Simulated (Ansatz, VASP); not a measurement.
## Ga4TeAs in VASP and in Ansatz

```
CELL_PARAMETERS angstrom
4.02413 0.00000 0.00000
0.00000 4.02413 0.00000
0.00000 0.00000 8.53797
ATOMIC_POSITIONS crystal
Ga 0.00000 0.00000 0.67101
Ga 0.50000 0.50000 0.15070
Ga 0.50000 0.50000 0.84930
Ga 0.00000 0.00000 0.32899
Te 0.50000 0.50000 0.50000
As 0.00000 0.00000 0.00000
```

Change from the starting cell: species swapped into the YHoC4 type (P4/mmm, No. 123).

Alike in both runs: functional PBE; k mesh 4 × 4 × 4; occupations gaussian, width 0.1 eV; no spin polarisation.

Ansatz relaxed the structure, and its values are those at the end. VASP's run is a single point on that final structure, the one shown.

```csv
,VASP,Ansatz
version,VASP 6.6.1,Ansatz 0.2.0
potentials or method,"VASP PAW PBE potentials, release 64 (Ga_d, Te, As)","scalar-relativistic, plane waves, PAW"
plane-wave cutoff (eV),520,420
valence electrons in the cell,63,83
```

```csv
,VASP,Ansatz,Ansatz less VASP
gap on the k mesh at the Fermi level (eV),none,none,-
pressure (GPa),0.0,0.0,-0.07
rms of the force components (eV/Å),0.009,0.010,+0.0010
```

A gap of «none» marks a metal or a gap that the smearing closes. With one functional, cell and mesh, what is left measures potentials, basis and numerics. The two sets of potentials don't hold the same shells in valence.

Caveats: the k mesh is coarse (spacing up to 0.39 Å⁻¹), so the values aren't converged. The runs have no spin-orbit coupling, so splittings on Te are missing.
